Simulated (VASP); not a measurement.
Runs of VASP 6.6.1 on ZrC. Symmetry: Fm-3m, No. 225, cubic system. Conventional cell: a = 4.671 Å, b = 4.671 Å, c = 4.671 Å, α = 90.00°, β = 90.00°, γ = 90.00°. Zr (site symmetry m-3m) has 6 C at 2.34 Å as nearest neighbours. C (site symmetry m-3m) is surrounded by 6 Zr at 2.34 Å. 

```tsv
level	potentials or basis	k mesh	cutoff (eV)	smearing	further INCAR settings	gap on the mesh (eV)	pressure (GPa)
PBEsol	VASP PAW PBE potentials, release 64 (Zr_sv, C)	16 × 16 × 16	520	gaussian 0.5 eV	ALGO = Fast; EDIFF = 1e-07	none	0.1
PBEsol	VASP PAW PBE potentials, release 64 (Zr_sv, C)	24 × 24 × 24	520	gaussian 0.1 eV	ALGO = Fast; EDIFF = 1e-07	none	0.1
PBEsol	VASP PAW PBE potentials, release 64 (Zr_sv, C)	16 × 16 × 16	700	gaussian 0.1 eV	ALGO = Fast; EDIFF = 1e-07	none	0.0
r2SCAN	VASP PAW PBE potentials, release 64 (Zr_sv, C)	16 × 16 × 16	520	gaussian 0.1 eV	ALGO = Normal; EDIFF = 1e-07	none	6.5
PBEsol	VASP PAW PBE potentials, release 64 (Zr_sv, C_h)	16 × 16 × 16	900	gaussian 0.1 eV	ALGO = Fast; EDIFF = 1e-07	none	(a)
```

Alike in all rows: task single point; no spin polarisation; cell as given.

**Question.** Estimate the missing entries.

**Answer.** (a) -0.1.

Caveats: the PAW data sets were made with another functional, which shifts forces and pressure a little; the cutoff is under 1.25 times the usual one of these potentials, so pressure, stress and relaxed cells hold a basis-set (Pulay) error (some runs).

A k mesh can miss the band edges, and the runs leave out spin-orbit coupling on Zr.

A gap of «none» marks a metal or a gap under the smearing width.
